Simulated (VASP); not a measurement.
VASP input:

INCAR:
```
# general
SYSTEM  = Tc
PREC    = Accurate
ENCUT   = 520
LREAL   = .FALSE.
LASPH   = .TRUE.

# electronic loop
EDIFF   = 1E-7
NELM    = 100
ALGO    = Normal
LMAXMIX = 4

# smearing
ISMEAR  = -5

# functional
GGA     = PE
IVDW    = 13

# ions
ISIF    = 2

# output
LWAVE   = .FALSE.
LCHARG  = .TRUE.
LORBIT  = 11
NEDOS   = 601
```

**KPOINTS**
```
Automatic mesh
0
Gamma
17 17 9
0 0 0
```

### POSCAR
```
Tc
4.372740
  0.3121107571  -0.5405917779   0.0000000000
  0.3121107571   0.5405917779   0.0000000000
  0.0000000000   0.0000000000   0.9999999803
Tc
2
Cartesian
  0.3121107571   0.1801976197   0.2499999951
  0.3121107571  -0.1801976197   0.7499999852
```

POTCAR, in this order: Tc_pv (PBE.64 set). Program: vasp_std.

### Question
Write an equivalent input for Ansatz.

### Answer
One equivalent input (not run):
Ansatz 0.2 input:
```yaml
crystal:
  lattice:
    - [1.3647792, -2.3638673, 0.0000000]
    - [1.3647792, 2.3638673, 0.0000000]
    - [0.0000000, 0.0000000, 4.3727399]
  atoms:
    - { symbol: Tc, position: [0.3333330, 0.6666670, 0.2500000] }
    - { symbol: Tc, position: [0.6666670, 0.3333330, 0.7500000] }
kpoints:
  mp_grid: { grid: [17, 17, 9] }
hamiltonian:
  xc: pbe
  dispersion: d4
  pseudopotentials: { kind: paw }
scf:
  occupations: { method: tetrahedron }
  max_iter: 100
output: { forces: true, stress: true, eigenvalues: true }
```
What does not carry over: each code has its own PAW files, so the cut-off isn't converted (ENCUT is set for VASP's; basis.ecutwfc is left out, and Ansatz then takes the one that its files recommend); Ansatz stops its SCF on the density residual and VASP on the energy change (EDIFF).

The compound is Tc in the hcp structure. It was relaxed first.
